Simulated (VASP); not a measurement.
Wanted: the native input for a VASP 6.6.1 run.

```
Task                   : single point
Functional             : PBEsol
Potentials or basis    : VASP PAW PBE potentials, release 64 (Cu, Ge_d)
Cutoff                 : 350 eV
k mesh                 : 2 × 2 × 2
Occupations            : gaussian, width 0.03 eV
Spin                   : collinear spin, ferromagnetic start
Starting moments       : [3.0, 0.0, 0.0, 0.0, 0.0, 0.0, 0.0, 0.0, 0.0, 0.0, 0.0, 0.0, 0.0, 0.0, 0.0, 0.0, 0.0, 0.0, 0.0, 0.0, 0.0, 0.0, 0.0, 0.0] μB
Fixed moment           : 3 μB
Hubbard terms          : Cu d U = 5 eV
Dq                     : 0
Further INCAR settings : LREAL = Auto; ALGO = Normal; EDIFF = 1e-05; NBANDS = 188
```

The structure of CuGe23 (a cell with a defect) lies in POSCAR:

```
CuGe23
1.0
    0.0000000000      8.4863100000      8.4863100000
    5.6575400000      0.0000000000      5.6575400000
    5.6575400000      5.6575400000      0.0000000000
Cu Ge
1 23
Direct
    0.0000000000      0.0000000000      0.0000000000
    0.0000000000      0.0000000000      0.5000000000
    0.0000000000      0.5000000000      0.0000000000
    0.0000000000      0.5000000000      0.5000000000
    0.3333330000      0.0000000000      0.0000000000
    0.3333330000      0.0000000000      0.5000000000
    0.3333330000      0.5000000000      0.0000000000
    0.3333330000      0.5000000000      0.5000000000
    0.6666670000      0.0000000000      0.0000000000
    0.6666670000      0.0000000000      0.5000000000
    0.6666670000      0.5000000000      0.0000000000
    0.6666670000      0.5000000000      0.5000000000
    0.0833333333      0.1250000000      0.1250000000
    0.0833333333      0.1250000000      0.6250000000
    0.0833333333      0.6250000000      0.1250000000
    0.0833333333      0.6250000000      0.6250000000
    0.4166663333      0.1250000000      0.1250000000
    0.4166663333      0.1250000000      0.6250000000
    0.4166663333      0.6250000000      0.1250000000
    0.4166663333      0.6250000000      0.6250000000
    0.7500003333      0.1250000000      0.1250000000
    0.7500003333      0.1250000000      0.6250000000
    0.7500003333      0.6250000000      0.1250000000
    0.7500003333      0.6250000000      0.6250000000
```

These files were run (other wordings do the same):

INCAR

```
  ALGO = Normal
  EDIFF = 1E-5
  ENCUT = 350
  GGA = PS
  ISIF = 2
  ISMEAR = 0
  ISPIN = 2
  KPAR = 2
  LASPH = T
  LCHARG = F
  LDAU = T
  LDAUJ = 0 0
  LDAUL = 2 -1
  LDAUPRINT = 1
  LDAUTYPE = 2
  LDAUU = 5 0
  LMAXMIX = 4
  LORBIT = 11
  LREAL = Auto
  LWAVE = F
  MAGMOM = 3 0 0 0 0 0 0 0 0 0 0 0 0 0 0 0 0 0 0 0 0 0 0 0
  NBANDS = 188
  NELM = 120
  NUPDOWN = 3
  PREC = Accurate
  SIGMA = 0.03
```

KPOINTS

```
k-points
0
Gamma
  2 2 2
```

Potentials or basis: VASP PAW PBE potentials, release 64 (Cu, Ge_d).

Run with:

```bash
$ cat potpaw_PBE.64/Cu/POTCAR potpaw_PBE.64/Ge_d/POTCAR > POTCAR
$ mpirun -np 4 vasp_std > vasp.out
```

Results of the run:

| Item | Value |
| --- | --- |
| Largest force | 0.733 eV/Å |
| Net moment | 3.00 μB per cell |
| Site moments | Cu +0.17; Ge +0.05, +0.04, +0.08, +0.06, +0.14, +0.12, +0.18 μB |
| Valence electrons inside the program's atomic spheres | Cu 10.07; Ge 12.40, 12.41, 12.36 |

Caveat: the k mesh is coarse (spacing up to 0.48 Å⁻¹), so the values aren't converged; the PAW data sets were made with another functional, which shifts forces and pressure a little; the total moment is fixed, so each spin has its own Fermi level; the U is typed as a test and isn't derived for this compound.

Run time: 9.7 min on 4 MPI ranks on Intel(R) Xeon(R) Platinum 8259CL CPU @ 2.50GHz (Skylake/Cascade Lake), on a shared host, peak memory 0.54 GiB a rank.
